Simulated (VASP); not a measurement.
```
CELL_PARAMETERS angstrom
      0.00000     2.96811     2.96811
      2.96811     0.00000     2.96811
      2.96811     2.96811     0.00000
ATOMIC_POSITIONS crystal
  Li 0.25000 0.25000 0.25000
  Li 0.75000 0.75000 0.75000
  Se 0.00000 0.00000 0.00000
```

These are PBE GGA with D4 dispersion, VASP's PBE PAW potentials (set 64) (plane waves; VASP 6.6.1) values and carry that method's errors. Settings: 520 eV cut-off, Gaussian smearing of 0.050 eV, potentials Li_sv Se.

Q: Predict the band gap (along the path) with the smallest direct gap where there is one.

A: 
The band gap (along the path) is 2.94 eV and the smallest direct gap (along the path) is 3.54 eV.

The compound is Li2Se in the antifluorite structure. It was relaxed first.
